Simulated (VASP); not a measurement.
A VASP calculation is set up with these files.

**POSCAR**
```
ZrC
1
    3.2630000000     0.0000000000     0.0000000000
    0.0000000000     3.2630000000     0.0000000000
    0.0000000000     0.0000000000     3.2630000000
Zr C
1 1
Direct
  0.0000000000   0.0000000000   0.0000000000
  0.5000000000   0.5000000000   0.5000000000
```

### KPOINTS
```
Automatic mesh
0
Gamma
10 10 10
0 0 0
```

### INCAR
```
ALGO  =  Normal
EDIFF  =  1E-6
EDIFFG  =  -0.01
ENCUT  =  520
GGA  =  PE
IBRION  =  2
ISIF  =  3
ISMEAR  =  1
LASPH  =  T
LCHARG  =  F
LMAXMIX  =  4
LREAL  =  F
LWAVE  =  F
NELM  =  100
NSW  =  60
PREC  =  Accurate
SIGMA  =  0.1
SYSTEM  =  ZrC
```

POTCAR, in this order: Zr_sv C (PBE.64 set). Program: vasp_std.

Write an equivalent input for Quantum ESPRESSO's pw.x.

One equivalent input (not run):
```
&CONTROL
  calculation = 'vc-relax'
  pseudo_dir = './pseudo'
  outdir = './out'
  tprnfor = .true.
  tstress = .true.
  nstep = 60
  forc_conv_thr = 0.00039
/
&SYSTEM
  ibrav = 0
  nat = 2
  ntyp = 2
  ecutwfc = 82
  occupations = 'smearing'
  smearing = 'methfessel-paxton'
  degauss = 0.00735
  input_dft = 'pbe'
/
&ELECTRONS
  conv_thr = 7.3e-08
  electron_maxstep = 100
/
&IONS
/
&CELL
/
ATOMIC_SPECIES
  Zr 91.224 Zr.upf
  C 12.011 C.upf
CELL_PARAMETERS angstrom
     3.2630000    0.0000000    0.0000000
     0.0000000    3.2630000    0.0000000
     0.0000000    0.0000000    3.2630000
ATOMIC_POSITIONS crystal
  Zr   0.0000000  0.0000000  0.0000000
  C    0.5000000  0.5000000  0.5000000
K_POINTS automatic
  10 10 10 0 0 0
```
What does not carry over: the potentials are each code's own (VASP's PAW set, PseudoDojo norm-conserving files in pw.x), so ENCUT and ecutwfc are chosen apart and not converted; conv_thr bounds pw.x's estimated SCF error, while EDIFF bounds the energy change between steps; forc_conv_thr acts on force components and is met together with etot_conv_thr.

The structure was generated: ZrC was put into the CsCl type type (Pm-3m), which need not be its known phase. This run relaxes it. Symmetry was kept, so distortions that lower it aren't found.
